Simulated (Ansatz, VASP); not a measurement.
# LiTaS3 in two plane-wave programs, part 2 of 3

One calculation is typed for both programs; each brings its own data sets. How far apart do they land? The cell is generated by rule, not measured, and may not be a known phase. The cell is taken from a series of runs on this material, whose earlier steps may have relaxed, scaled, displaced or heated it; both programs get it as it stands.

VASP 6.6.1 and Ansatz 0.2.0.

So far: Starting point; VASP: zone-centre phonons, PBEsol.

## Step 2: VASP: zone-centre phonons, PBEsol (continued)

Level of this step: PBEsol; plane waves and PAW (Li_sv, Ta_pv, S); invented cell (VASP).

From OUTCAR (step 2):

```text
ion  position               nearest neighbor table
   1  0.000  0.158  0.158-   5 2.52   2 3.07   2 3.07
   2  0.500  0.443  0.443-   3 2.27   4 2.27   5 2.40   5 2.40   4 2.61   3 2.61   1 3.07   1 3.07

  LATTYP: Found a base centered orthorhombic cell.
 ALAT       =     6.7773042638
 B/A-ratio  =     1.0307742643
 C/A-ratio  =     0.6901037676

 Subroutine GETGRP returns: Found  4 space group operations
 (whereof  4 operations were pure point group operations)

The static configuration has the point symmetry C_2v.

 Found    105 irreducible k-points:

   k-points           NKPTS =    105   k-points in BZ     NKDIM =    105   number of bands    NBANDS=     22

   dimension x,y,z NGX =    42 NGY =   48 NGZ =   48
   dimension x,y,z NGXF=    84 NGYF=   96 NGZF=   96

   ENCUT  =  750.0 eV  55.12 Ry    7.42 a.u.  10.44 10.87 10.87*2*pi/ulx,y,z

   NELECT =      32.0000    total number of electrons

 k-points in reciprocal lattice and weights: Automatic mesh
   0.00000000  0.00000000  0.00000000       0.002
   0.12500000  0.00000000  0.00000000       0.004
   0.25000000  0.00000000  0.00000000       0.004
   0.37500000  0.00000000  0.00000000       0.004
   0.50000000  0.00000000  0.00000000       0.002
   0.00000000  0.12500000  0.00000000       0.008
   0.12500000  0.12500000  0.00000000       0.016
   0.25000000  0.12500000  0.00000000       0.016
   0.37500000  0.12500000  0.00000000       0.016
[...]
0.50000000 -0.37500000  0.25000000       0.008
[...]
POSITION                                       TOTAL-FORCE (eV/Angst)
 -----------------------------------------------------------------------------------
      0.00000      0.00000      1.10591         0.000000     -0.000000      0.001427
      2.33852      0.00000      3.09630         0.000000     -0.000000     -0.016880
      2.33852     -1.70567      5.07218         0.000000      0.004968      0.000137
      2.33852      1.70567      5.07218         0.000000     -0.004968      0.000137
      0.00000      0.00000      3.62304         0.000000     -0.000000      0.015179
 -----------------------------------------------------------------------------------
    total drift:                                0.000000     -0.000000     -0.000044

 Eigenvectors and eigenvalues of the dynamical matrix
 ----------------------------------------------------

   1 f  =   11.909561 THz    74.829978 2PiTHz  397.260192 cm-1    49.253964 meV
             X         Y         Z           dx          dy          dz
      0.000000  0.000000  1.105913    -0.000000   -0.000000   -0.021692
      2.338522  0.000000  3.096304    -0.000000   -0.000000   -0.222415
      2.338522 -1.705671  5.072184    -0.000000   -0.586180    0.345772
      2.338522  1.705671  5.072184    -0.000000    0.586180    0.345772
      0.000000  0.000000  3.623044     0.000000   -0.000000   -0.154048

   2 f  =   10.966576 THz    68.905032 2PiTHz  365.805613 cm-1    45.354095 meV
             X         Y         Z           dx          dy          dz
      0.000000  0.000000  1.105913     0.000000   -0.066996    0.000000
      2.338522  0.000000  3.096304     0.000000   -0.249317    0.000000
      2.338522 -1.705671  5.072184     0.000000    0.404376   -0.534721
      2.338522  1.705671  5.072184     0.000000    0.404376    0.534721
      0.000000  0.000000  3.623044    -0.000000   -0.185629    0.000000

   3 f  =   10.422795 THz    65.488350 2PiTHz  347.667007 cm-1    43.105196 meV
             X         Y         Z           dx          dy          dz
      0.000000  0.000000  1.105913    -0.030756   -0.000000   -0.000000
      2.338522  0.000000  3.096304    -0.151323   -0.000000   -0.000000
      2.338522 -1.705671  5.072184    -0.269453    0.000000   -0.000000
      2.338522  1.705671  5.072184    -0.269453    0.000000    0.000000
      0.000000  0.000000  3.623044     0.911562   -0.000000    0.000000

   4 f  =    8.347775 THz    52.450617 2PiTHz  278.451802 cm-1    34.523608 meV
             X         Y         Z           dx          dy          dz
      0.000000  0.000000  1.105913    -0.000000    0.000000   -0.959496
      2.338522  0.000000  3.096304     0.000000    0.000000    0.059841
      2.338522 -1.705671  5.072184    -0.000000   -0.020200    0.015697
      2.338522  1.705671  5.072184    -0.000000    0.020200    0.015697
      0.000000  0.000000  3.623044    -0.000000   -0.000000    0.272907

   5 f  =    4.549347 THz    28.584389 2PiTHz  151.749877 cm-1    18.814578 meV
             X         Y         Z           dx          dy          dz
      0.000000  0.000000  1.105913    -0.923069    0.000000   -0.000000
      2.338522  0.000000  3.096304     0.328479    0.000000    0.000000
      2.338522 -1.705671  5.072184    -0.135675    0.000000   -0.000000
      2.338522  1.705671  5.072184    -0.135675   -0.000000   -0.000000
      0.000000  0.000000  3.623044    -0.056825   -0.000000   -0.000000

   6 f  =    3.925874 THz    24.666992 2PiTHz  130.953053 cm-1    16.236102 meV
             X         Y         Z           dx          dy          dz
      0.000000  0.000000  1.105913     0.000000    0.000000   -0.228291
      2.338522  0.000000  3.096304    -0.000000    0.000000    0.399477
      2.338522 -1.705671  5.072184    -0.000000    0.054931    0.017497
      2.338522  1.705671  5.072184    -0.000000   -0.054931    0.017497
      0.000000  0.000000  3.623044     0.000000    0.000000   -0.884112

   7 f  =    3.710273 THz    23.312334 2PiTHz  123.761394 cm-1    15.344450 meV
             X         Y         Z           dx          dy          dz
      0.000000  0.000000  1.105913    -0.000000   -0.000000   -0.050244
      2.338522  0.000000  3.096304     0.000000   -0.000000   -0.387589
      2.338522 -1.705671  5.072184    -0.000000    0.391110    0.516064
      2.338522  1.705671  5.072184     0.000000   -0.391110    0.516064
      0.000000  0.000000  3.623044     0.000000    0.000000   -0.093127

   8 f  =    3.424221 THz    21.515014 2PiTHz  114.219713 cm-1    14.161433 meV
             X         Y         Z           dx          dy          dz
      0.000000  0.000000  1.105913    -0.000000    0.120992    0.000000
      2.338522  0.000000  3.096304    -0.000000    0.503989   -0.000000
      2.338522 -1.705671  5.072184    -0.000000   -0.356372   -0.299906
      2.338522  1.705671  5.072184     0.000000   -0.356372    0.299906
      0.000000  0.000000  3.623044     0.000000   -0.545406   -0.000000

   9 f  =    3.011300 THz    18.920556 2PiTHz  100.446158 cm-1    12.453731 meV
             X         Y         Z           dx          dy          dz
      0.000000  0.000000  1.105913    -0.000000    0.000000   -0.000000
      2.338522  0.000000  3.096304    -0.000000    0.000000   -0.000000
      2.338522 -1.705671  5.072184     0.707107   -0.000000   -0.000000
      2.338522  1.705671  5.072184    -0.707107   -0.000000    0.000000
      0.000000  0.000000  3.623044     0.000000   -0.000000   -0.000000

  10 f  =    2.125034 THz    13.351982 2PiTHz   70.883500 cm-1     8.788430 meV
             X         Y         Z           dx          dy          dz
      0.000000  0.000000  1.105913     0.343135   -0.000000    0.000000
      2.338522  0.000000  3.096304     0.468201    0.000000    0.000000
      2.338522 -1.705671  5.072184    -0.550975    0.000000    0.000000
      2.338522  1.705671  5.072184    -0.550975    0.000000   -0.000000
      0.000000  0.000000  3.623044    -0.236430   -0.000000    0.000000

  11 f  =    1.746352 THz    10.972653 2PiTHz   58.252032 cm-1     7.222328 meV
             X         Y         Z           dx          dy          dz
      0.000000  0.000000  1.105913    -0.000000   -0.083217   -0.000000
      2.338522  0.000000  3.096304    -0.000000    0.078907   -0.000000
      2.338522 -1.705671  5.072184     0.000000    0.311839    0.350910
      2.338522  1.705671  5.072184     0.000000    0.311839   -0.350910
      0.000000  0.000000  3.623044     0.000000   -0.738976   -0.000000

  12 f  =    0.017462 THz     0.109716 2PiTHz    0.582462 cm-1     0.072216 meV
             X         Y         Z           dx          dy          dz
      0.000000  0.000000  1.105913     0.000000   -0.166140   -0.000000
      2.338522  0.000000  3.096304     0.000000   -0.796176   -0.000000
      2.338522 -1.705671  5.072184     0.000000   -0.332362    0.004183
      2.338522  1.705671  5.072184     0.000000   -0.332362   -0.004183
      0.000000  0.000000  3.623044     0.000000   -0.342839   -0.000000

  13 f/i=    0.013330 THz     0.083756 2PiTHz    0.444646 cm-1     0.055129 meV
             X         Y         Z           dx          dy          dz
      0.000000  0.000000  1.105913     0.000000    0.000000   -0.155743
      2.338522  0.000000  3.096304     0.000000    0.000000   -0.798213
      2.338522 -1.705671  5.072184     0.000000   -0.000601   -0.336998
      2.338522  1.705671  5.072184     0.000000    0.000601   -0.336998
      0.000000  0.000000  3.623044     0.000000    0.000000   -0.333863

  14 f/i=    0.056622 THz     0.355769 2PiTHz    1.888718 cm-1     0.234171 meV
             X         Y         Z           dx          dy          dz
      0.000000  0.000000  1.105913    -0.171044   -0.000000   -0.000000
      2.338522  0.000000  3.096304    -0.806220   -0.000000   -0.000000
      2.338522 -1.705671  5.072184    -0.324675   -0.000000   -0.000000
      2.338522  1.705671  5.072184    -0.324675   -0.000000   -0.000000
      0.000000  0.000000  3.623044    -0.331551   -0.000000   -0.000000

  15 f/i=    3.262074 THz    20.496216 2PiTHz  108.811081 cm-1    13.490849 meV
             X         Y         Z           dx          dy          dz
      0.000000  0.000000  1.105913     0.000000    0.972803    0.000000
      2.338522  0.000000  3.096304    -0.000000   -0.209078   -0.000000
      2.338522 -1.705671  5.072184     0.000000    0.042086    0.031207
      2.338522  1.705671  5.072184     0.000000    0.042086   -0.031207
      0.000000  0.000000  3.623044    -0.000000   -0.066716   -0.000000

 ELASTIC MODULI CONTR FROM IONIC RELAXATION (kBar)
 Direction    XX          YY          ZZ          XY          YZ          ZX
 --------------------------------------------------------------------------------
 XX        -357.4903     70.0383    -97.8184     -0.0000      0.0000     -0.0000
 YY          70.0383   -569.6895   -372.2831      0.0000      0.0000     -0.0000
 ZZ         -97.8184   -372.2831   -630.2762     -0.0000      0.0000     -0.0000
 XY          -0.0000      0.0000     -0.0000     -4.0256      0.0000     -0.0000
 YZ           0.0000      0.0000      0.0000      0.0000   -623.5580      0.0000
 ZX          -0.0000     -0.0000     -0.0000     -0.0000      0.0000   -184.0763
 --------------------------------------------------------------------------------
```

(Continued in part 3 of 3.)

[Lines on the potential files, build, host, timing and source positions are cut from VASP's logs without a mark.]

[Logs are printed without paths, hosts, clocks, repeated set-up lines and the standing remarks that a program may print on its own settings, such as how far it seeks lower states.]

[Hosts, paths, dates, database ids (printed as entryN), source tags and the programs' standing remarks are cut or masked in the printed files.]
